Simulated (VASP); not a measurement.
```yaml
crystal:
  lattice:
    - [1.53719, -2.66249, 0.00000]
    - [1.53719, 2.66249, 0.00000]
    - [0.00000, 0.00000, 5.04708]
  atoms:
    - { symbol: Si, position: [0.66667, 0.33333, 0.49960] }
    - { symbol: Si, position: [0.33333, 0.66667, 0.99960] }
    - { symbol: C, position: [0.66667, 0.33333, 0.87540] }
    - { symbol: C, position: [0.33333, 0.66667, 0.37540] }
```

Calculation: r2SCAN meta-GGA, VASP's PBE PAW potentials (set 64) (plane waves; VASP). Run with 520 eV cut-off, 9×9×5 Γ-centred mesh, tetrahedra with Blöchl corrections, potentials Si C.

The cores are frozen, which limits the accuracy of field gradients.

Give the principal components of the electric field gradient (V/Å²) and the asymmetry η at each nucleus.

| atom | Vxx | Vyy | Vzz | η |
|---|---|---|---|---|
| Si1 | -1.8 | -1.8 | 3.7 | 0.00 |
| Si2 | -1.8 | -1.8 | 3.7 | 0.00 |
| C3 | -1.1 | -1.1 | 2.2 | 0.00 |
| C4 | -1.1 | -1.1 | 2.2 | 0.00 |

The compound is SiC in the wurtzite structure, the rare 2H polytype. It was relaxed first.
